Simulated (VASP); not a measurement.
CeO₂ (space group P4_2/mnm): computed properties

Method: r2SCAN meta-GGA, VASP's PBE PAW potentials (set 64) (plane waves; VASP).

For CeO₂, the space group comes out as P4_2/mnm (136). The cell comes out as a = b = 5.0987 Å, c = 3.6281 Å, α = β = γ = 90.00°, the volume per atom is 15.72 Å³/atom and the band gap (over mesh and band path) is 2.29 eV. The smallest direct gap (over mesh and band path) is 2.37 eV, the band-edge character is indirect, Γ to M and the density is 6.06 g/cm³.

```
CELL_PARAMETERS angstrom
      5.09867     0.00000     0.00000
      0.00000     5.09867     0.00000
      0.00000     0.00000     3.62806
ATOMIC_POSITIONS crystal
  Ce 0.50000 0.50000 0.50000
  Ce 0.00000 0.00000 0.00000
  O  0.81240 0.18760 0.50000
  O  0.18760 0.81240 0.50000
  O  0.31240 0.31240 0.00000
  O  0.68760 0.68760 0.00000
```

The structure comes from a computed database's CeO2 entry (P4_2/mnm); how it stands against other phases isn't given here. It was relaxed first. Symmetry was kept, so distortions that lower it aren't found. The run is not spin-polarised, so no magnetic state was tried.
